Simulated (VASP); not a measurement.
```
Mg2Ge
1.0
    0.00000     3.18795     3.18795
    3.18795     0.00000     3.18795
    3.18795     3.18795     0.00000
Mg Ge
2 1
Direct
  0.25000   0.25000   0.25000
  0.75000   0.75000   0.75000
  0.00000   0.00000   0.00000
```

Calculation: vdW-DF-cx, VASP's PBE PAW potentials (set 64) (plane waves; VASP 6.6.1). Numerical set-up: 520 eV cut-off, 7×7×7 Γ-centred mesh, tetrahedra with Blöchl corrections, potentials Mg Ge_d.

### Question
Estimate the energy per atom (σ→0).

### Answer

```yaml
energy per atom (σ→0): -0.852 eV/atom
```

Only differences to runs with the same potentials and settings are physical.

The compound is Mg2Ge in the antifluorite structure. It was relaxed first.
